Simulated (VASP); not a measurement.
# AlC (F-43m) in VASP: density of states with r2SCAN

Aim: the density of states of AlC with r2SCAN.

All numbers are computed with VASP 6.6.1; they aren't measurements. Logs are shortened: lines on timing, memory, paths and dates and some standing lists are left out, and cuts for length are marked.

**1. The crystal as given**

Symmetry: F-43m, No. 216, cubic system. The conventional cell has a = 4.760 Å, b = 4.760 Å, c = 4.760 Å, α = 90.00°, β = 90.00°, γ = 90.00°. Al (site symmetry -43m) has 4 C at 2.06 Å as nearest neighbours. C (site symmetry -43m) is surrounded by 4 Al at 2.06 Å.

The cell was built by a generator and needn't be a form met in nature.

**2. Density of states, r2SCAN**

POSCAR

```
AlC
1.0
    0.0000000000      2.3798130000      2.3798130000
    2.3798130000      0.0000000000      2.3798130000
    2.3798130000      2.3798130000      0.0000000000
Al C
1 1
Direct
    0.0000000000      0.0000000000      0.0000000000
    0.2500000000      0.2500000000      0.2500000000
```

INCAR.step1

```
PREC     = Accurate       # precision mode
ENCUT    = 520            # plane-wave cutoff, eV
ISMEAR   = -5             # smearing method
SIGMA    = 0.0263         # smearing width, eV
LREAL    = False          # projectors in reciprocal space
LASPH    = True           # aspherical terms in the spheres
NELM     = 80             # most SCF steps
GGA      = PE             # functional
ALGO     = Normal         # electronic algorithm
EDIFF    = 1E-4           # SCF threshold, eV
LWAVE    = True           # write WAVECAR
LCHARG   = False          # write CHGCAR
```

INCAR.step2

```
PREC     = Accurate       # precision mode
ENCUT    = 520            # plane-wave cutoff, eV
EDIFF    = 1E-6           # SCF threshold, eV
ISMEAR   = -5             # smearing method
SIGMA    = 0.0263         # smearing width, eV
LREAL    = False          # projectors in reciprocal space
LASPH    = True           # aspherical terms in the spheres
NELM     = 80             # most SCF steps
ALGO     = Normal         # electronic algorithm
ISIF     = 2              # what is computed and relaxed
LWAVE    = False          # write WAVECAR
LCHARG   = False          # write CHGCAR
METAGGA  = R2SCAN         # meta-GGA
LMIXTAU  = True         
LORBIT   = 11             # projections on sites
NEDOS    = 1001           # points of the DOS
ISTART   = 1
```

KPOINTS

```
regular mesh
0
Gamma
  9 9 9
```

Potentials or basis: VASP PAW PBE potentials, release 64 (Al, C).

Launch:

```bash
$ cat potpaw_PBE.64/Al/POTCAR potpaw_PBE.64/C/POTCAR > POTCAR
$ cp INCAR.step1 INCAR
$ mpirun -np 1 vasp_std > vasp.out
$ cp INCAR.step2 INCAR
$ mpirun -np 1 vasp_std > vasp.out
```

OUTCAR:

```text
PREC = Accurate
   ENCUT = 520
   EDIFF = 1E-6
   ISMEAR = -5
   LREAL = False
   LASPH = True
   NELM = 80
   ISIF = 2
   METAGGA = R2SCAN
   LORBIT = 11
   ISTART = 1

 ion  position               nearest neighbor table
   1  0.000  0.000  0.000-   2 2.06   2 2.06   2 2.06   2 2.06
   2  0.250  0.250  0.250-   1 2.06   1 2.06   1 2.06   1 2.06

  LATTYP: Found a face centered cubic cell.
 ALAT       =     4.7596260000

  Lattice vectors:

 A1 = (   0.0000000000,   2.3798130000,   2.3798130000)
 A2 = (   2.3798130000,   0.0000000000,   2.3798130000)
 A3 = (   2.3798130000,   2.3798130000,   0.0000000000)

Analysis of symmetry for initial positions (statically):
=====================================================================
 Subroutine PRICEL returns:
 Original cell was already a primitive cell.

 Routine SETGRP: Setting up the symmetry group for a
 face centered cubic supercell.

 Subroutine GETGRP returns: Found 24 space group operations
 (whereof 24 operations were pure point group operations)
 out of a pool of 48 trial point group operations.

The static configuration has the point symmetry T_d .

Analysis of symmetry for dynamics (positions and initial velocities):
=====================================================================
 Subroutine PRICEL returns:
 Original cell was already a primitive cell.

 Routine SETGRP: Setting up the symmetry group for a
 face centered cubic supercell.

 Subroutine GETGRP returns: Found 24 space group operations
 (whereof 24 operations were pure point group operations)
 out of a pool of 48 trial point group operations.

The dynamic configuration has the point symmetry T_d .

 Subroutine INISYM returns: Found 24 space group operations
 (whereof 24 operations are pure point group operations),
 and found     1 'primitive' translations

----------------------------------------------------------------------------------------

                                     Primitive cell

  volume of cell :      26.9562

  direct lattice vectors                    reciprocal lattice vectors
     0.000000000  2.379813000  2.379813000    -0.210100542  0.210100542  0.210100542
     2.379813000  0.000000000  2.379813000     0.210100542 -0.210100542  0.210100542
     2.379813000  2.379813000  0.000000000     0.210100542  0.210100542 -0.210100542

  length of vectors
     3.365563821  3.365563821  3.365563821     0.363904813  0.363904813  0.363904813

  position of ions in fractional coordinates (direct lattice)
     0.000000000  0.000000000  0.000000000
     0.250000000  0.250000000  0.250000000

  ion indices of the primitive-cell ions
   primitive index   ion index
                 1           1
                 2           2

----------------------------------------------------------------------------------------

 KPOINTS: regular mesh

Automatic generation of k-mesh.
 Grid dimensions read from file:
 generate k-points for:    9    9    9

 Generating k-lattice:

  Cartesian coordinates                     Fractional coordinates (reciprocal lattice)
    -0.023344505  0.023344505  0.023344505     0.111111111  0.000000000  0.000000000
     0.023344505 -0.023344505  0.023344505     0.000000000  0.111111111  0.000000000
     0.023344505  0.023344505 -0.023344505     0.000000000  0.000000000  0.111111111

  Length of vectors
     0.040433868  0.040433868  0.040433868

  Shift w.r.t. Gamma in fractional coordinates (k-lattice)
     0.000000000  0.000000000  0.000000000

 TETIRR: Found    115 inequivalent tetrahedra from     4374

 Subroutine IBZKPT returns following result:
 ===========================================

 Found     35 irreducible k-points:

 Following reciprocal coordinates:
            Coordinates               Weight
  0.000000  0.000000  0.000000      1.000000
  0.111111  0.000000  0.000000      8.000000
  0.222222  0.000000  0.000000      8.000000
  0.333333  0.000000  0.000000      8.000000
  0.444444  0.000000  0.000000      8.000000
  0.111111  0.111111  0.000000      6.000000
[... 16 lines left out ...]
 -0.333333  0.333333  0.000000     12.000000
  0.444444  0.444444  0.000000      6.000000
 [... further k-points ...]
   k-points           NKPTS =     35   k-points in BZ     NKDIM =     35   number of bands    NBANDS=      7
   number of dos      NEDOS =   1001   number of ions     NIONS =      2
   total plane-waves  NPLWV =  21952
   dimension x,y,z NGX =    28 NGY =   28 NGZ =   28
   dimension x,y,z NGXF=    56 NGYF=   56 NGZF=   56
   ions per type =               1   1
   NGX,Y,Z   is equivalent  to a cutoff of  13.83, 13.83, 13.83 a.u.
   NGXF,Y,Z  is equivalent  to a cutoff of  27.66, 27.66, 27.66 a.u.
 SYSTEM =  unknown system
   PREC   = accura    normal or accurate (medium, high low for compatibility)
   ISTART =      1    job   : 0-new  1-cont  2-samecut
   ICHARG =      0    charge: 1-file 2-atom 10-const
   ISPIN  =      1    spin polarized calculation?
   LNONCOLLINEAR =      F non collinear calculations
   LSORBIT =      F    spin-orbit coupling
   LASPH  =      T    aspherical Exc in radial PAW
   ENCUT  =  520.0 eV  38.22 Ry    6.18 a.u.   6.26  6.26  6.26*2*pi/ulx,y,z
   NELM   =     80;   NELMIN=  2; NELMDL=  0     # of ELM steps
   EDIFF  = 0.1E-05   stopping-criterion for ELM
   LREAL  =      F    real-space projection
   EDIFFG = 0.1E-04   stopping-criterion for IOM
   NSW    =      0    number of steps for IOM
   IBRION =     -1    ionic relax: 0-MD 1-quasi-New 2-CG
   NFREE  =      0    steps in history (QN), initial steepest desc. (CG)
   ISIF   =      2    stress and relaxation
   ISYM   =      2    0-nonsym 1-usesym 2-fastsym
   POTIM  = 0.5000    time-step for ionic-motion
   TEBEG  =    0.0;   TEEND  =   0.0 temperature during run
   PSTRESS=    0.0 pullay stress
   NELECT =       7.0000    total number of electrons
   NUPDOWN=      -1.0000    fix difference up-down
   EMIN   =  10.00;   EMAX   =-10.00  energy-range for DOS
   EFERMI =   0.00;   METHOD = LEGACY
   ISMEAR =    -5;   SIGMA  =   0.03  broadening in eV -4-tet -1-fermi 0-gaus
   EFERMI_NEDOS =   21; number of points for ismear=-14 and -15
   IALGO  =     38    algorithm
   IMIX   =      4    mixing-type and parameters
     AMIX     =   0.40;   BMIX     =  1.00
     AMIX_MAG =   1.60;   BMIX_MAG =  1.00
  volume/ion in A,a.u.               =      13.48        90.95
  Fermi-wavevector in a.u.,A,eV,Ry     =   1.044451  1.973726 14.842291  1.090878
  Thomas-Fermi vector in A             =   2.179204
   LORBIT       =     11    0 simple, 1 ext, 2 COOP (PROOUT), +10 PAW based schemes
   METAGGA = R2SCAN    functional components
   LHFCALC =     F    Hartree Fock is set to
   AEXX    =    0.0000 exact exchange contribution
   IVDW    =     0    specifies the selected vdW correction
   LEPSILON=     F    determine dielectric tensor
   LRPA    =     F    only Hartree local field effects (RPA)
 non-spin polarized calculation
 Fermi weights with tetrahedron method with Bloechl corrections
  energy-cutoff  :      520.00
  volume of cell :       26.96
 maximum number of plane-waves:       745
 NGX is ok and might be reduce to    28
   NGX = 13   NGY = 13   NGZ = 13

 number of electron       7.0000000 magnetization

 Free energy of the ion-electron system (eV)
  ---------------------------------------------------
  ext. energy  EPLUGINS =         0.00000000
  ---------------------------------------------------
  free energy    TOTEN  =       -15.48948901 eV

  energy without entropy =      -15.48948901  energy(sigma->0) =      -15.48948901

 E-fermi :   4.1590     XC(G=0): -10.4991

 val. band max:        4.3085482820   @ k =   0.1111   0.1111   0.0000
 cond. band min:       4.1114462064   @ k =   0.2222   0.2222   0.0000
 fundamental gap:     -0.1971020756
 Fermi energy:         4.1589735887

 k-point     1 :       0.0000    0.0000    0.0000
  band No.  band energies     occupation
      1      -8.2678      2.00000
      2       5.1306      0.00000
      3       5.1306      0.00000
      4       5.1306      0.00000
      5       9.8987      0.00000
      6      14.3507      0.00000
      7      14.3507      0.00000

 k-point     2 :       0.1111    0.0000    0.0000
  band No.  band energies     occupation
      1      -8.0820      2.00000
      2       4.2029      1.20030
      3       5.0433      0.00000
      4       5.0433      0.00000
      5      10.5000      0.00000
      6      14.1663      0.00000
      7      14.5473      0.00000

 k-point     3 :       0.2222    0.0000    0.0000
  band No.  band energies     occupation
      1      -7.5487      2.00000
      2       2.3558      2.00046
      3       4.8407     -0.15019
      4       4.8407      0.00000
      5      11.1898      0.00000
      6      14.1330      0.00000
      7      14.6260      0.00000

 k-point     4 :       0.3333    0.0000    0.0000
  band No.  band energies     occupation
      1      -6.7682      2.00000
      2       0.4883      2.00000
      3       4.6370     -0.31133
      4       4.6370      0.00000
      5      11.2421      0.00000
      6      14.1431      0.00000
      7      14.1431      0.00000

 k-point     5 :       0.4444    0.0000    0.0000
  band No.  band energies     occupation
      1      -6.0543      2.00000
      2      -0.8156      2.00000
      3       4.5165      0.33818
      4       4.5165      0.00000
      5      11.1300      0.00000
      6      13.7397      0.00000
      7      13.7397      0.00000
[... 161 lines left out ...]
 k-point    22 :      -0.4444    0.3333    0.0000
  band No.  band energies     occupation
      1      -5.2374      2.00000
      2       0.1461      2.00000
      3       1.6962      2.00000
      4       3.4256      2.00000
      5       9.2155      0.00000
      6      13.0880      0.00000
      7      16.6485      0.00000

 k-point    23 :      -0.3333    0.3333    0.0000
  band No.  band energies     occupation
      1      -5.3093      2.00000
      2       0.3390      2.00000
      3       1.1567      2.00000
      4       3.7709      2.02654
      5      10.0394      0.00000
      6      14.0379      0.00000
      7      16.1655      0.00000

 k-point    24 :       0.4444    0.4444    0.0000
  band No.  band energies     occupation
      1      -5.2954      2.00000
      2      -0.0577      2.00000
      3       3.0832      2.00000
      4       3.0832      2.00000
      5       7.8701      0.00000
      6      11.2367      0.00000
      7      18.0018      0.00000

 [... further k-points ...]

------------------------ aborting loop because EDIFF is reached ----------------------------------------

  FORCE on cell =-STRESS in cart. coord.  units (eV):
  Direction    XX          YY          ZZ          XY          YZ          ZX
  --------------------------------------------------------------------------------------
  -------------------------------------------------------------------------------------
  Total       -1.7236551     -1.7236551     -1.7236551      0.0000000     -0.0000000     -0.0000000
  in kB     -102.4477581   -102.4477581   -102.4477581      0.0000000     -0.0000000     -0.0000000
  external PRESSURE =    -102.4477581 kB  Pullay stress =       0.0000000 kB

 VOLUME and BASIS-vectors are now :
 -----------------------------------------------------------------------------
  energy-cutoff  :      520.00
  volume of cell :       26.96
      direct lattice vectors                 reciprocal lattice vectors
     0.000000000  2.379813000  2.379813000    -0.210100542  0.210100542  0.210100542
     2.379813000  0.000000000  2.379813000     0.210100542 -0.210100542  0.210100542
     2.379813000  2.379813000  0.000000000     0.210100542  0.210100542 -0.210100542

 POSITION                                       TOTAL-FORCE (eV/Angst)
 -----------------------------------------------------------------------------------
      0.00000      0.00000      0.00000        -0.000000     -0.000000      0.000000
      1.18991      1.18991      1.18991         0.000000      0.000000     -0.000000
 -----------------------------------------------------------------------------------
    total drift:                                0.000001      0.000001      0.000001

  FREE ENERGIE OF THE ION-ELECTRON SYSTEM (eV)
  ---------------------------------------------------
  free  energy   TOTEN  =       -15.4894890110 eV

  energy  without entropy=      -15.4894890110  energy(sigma->0) =      -15.48948901

 total charge

# of ion       s       p       d       tot
------------------------------------------
    1        0.394   0.396   0.000   0.790
    2        0.896   1.439   0.000   2.336
--------------------------------------------------
tot          1.290   1.836   0.000   3.126
```

It took 26 s on 1 thread of AMD EPYC 9R45 (Zen 5), shared host; peak memory 0.12 GiB.

Results:

* Free energy: -15.4895 eV
* Pressure: -10.2 GPa
* Band gap on the k mesh: none (metal or under the smearing width)
* Valence electrons inside the program's atomic spheres: Al 0.79; C 2.34

States per cell in windows of 1 eV (zero at the Fermi level; states under -8 eV left out):
| from (eV) | total | C2_p | Al1_p | Al1_s | C2_s | Al1_d | C2_d |
| --- | --- | --- | --- | --- | --- | --- | --- |
| -8.0 | 0.00 | 0.00 | 0.00 | 0.00 | 0.00 | 0.00 | 0.00 |
| -7.0 | 0.00 | 0.00 | 0.00 | 0.00 | 0.00 | 0.00 | 0.00 |
| -6.0 | 0.00 | 0.00 | 0.00 | 0.00 | 0.00 | 0.00 | 0.00 |
| -5.0 | 0.65 | 0.13 | 0.03 | 0.09 | 0.01 | 0.00 | 0.00 |
| -4.0 | 0.93 | 0.20 | 0.03 | 0.12 | 0.03 | 0.00 | 0.00 |
| -3.0 | 0.73 | 0.19 | 0.05 | 0.04 | 0.02 | 0.00 | 0.00 |
| -2.0 | 1.11 | 0.34 | 0.09 | 0.03 | 0.01 | 0.00 | 0.00 |
| -1.0 | 1.55 | 0.56 | 0.13 | 0.02 | 0.01 | 0.00 | 0.00 |
| 0.0 | 1.03 | 0.43 | 0.06 | 0.00 | 0.00 | 0.00 | 0.00 |
| 1.0 | 0.00 | 0.00 | 0.00 | 0.00 | 0.00 | 0.00 | 0.00 |
| 2.0 | 0.00 | 0.00 | 0.00 | 0.00 | 0.00 | 0.00 | 0.00 |
| 3.0 | 0.01 | 0.00 | 0.00 | 0.00 | 0.00 | 0.00 | 0.00 |
| 4.0 | 0.15 | 0.01 | 0.01 | 0.00 | 0.01 | 0.00 | 0.00 |
| 5.0 | 0.34 | 0.03 | 0.02 | 0.01 | 0.01 | 0.00 | 0.00 |
| 6.0 | 0.74 | 0.08 | 0.05 | 0.02 | 0.04 | 0.00 | 0.00 |
| 7.0 | 0.86 | 0.07 | 0.05 | 0.08 | 0.08 | 0.00 | 0.00 |

Caveat: the PAW data sets were made with another functional, which shifts forces and pressure a little; tetrahedron occupations give inexact forces and stress in metals.
